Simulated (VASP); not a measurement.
GeRh (space group Pnma): computed properties

Method: r2SCAN meta-GGA, VASP's PBE PAW potentials (set 64) (plane waves; VASP 6.6.1).

For GeRh, the space group comes out as Pnma (62). The cell comes out as a = 5.6754 Å, b = 3.2637 Å, c = 6.4802 Å, α = β = γ = 90.00° and the volume per atom is 15.00 Å³/atom. The band gap (over mesh and band path) is none (metal, semimetal or under 0.01 eV) and the density is 9.71 g/cm³.

```xyz
8
Lattice="5.6754 0.0000 0.0000 0.0000 3.2637 0.0000 0.0000 0.0000 6.4802" Properties=species:S:1:pos:R:3 pbc="T T T"
Ge     4.5845     2.4478     2.8382
Ge     1.0909     0.8159     3.6420
Ge     3.9286     0.8159     6.0782
Ge     1.7468     2.4478     0.4019
Rh     5.6531     2.4478     5.1609
Rh     0.0222     0.8159     1.3192
Rh     2.8599     0.8159     1.9208
Rh     2.8154     2.4478     4.5593
```

The structure comes from a computed database's GeRh entry (Pnma); how it stands against other phases isn't given here. It was relaxed first. Symmetry was kept, so distortions that lower it aren't found.
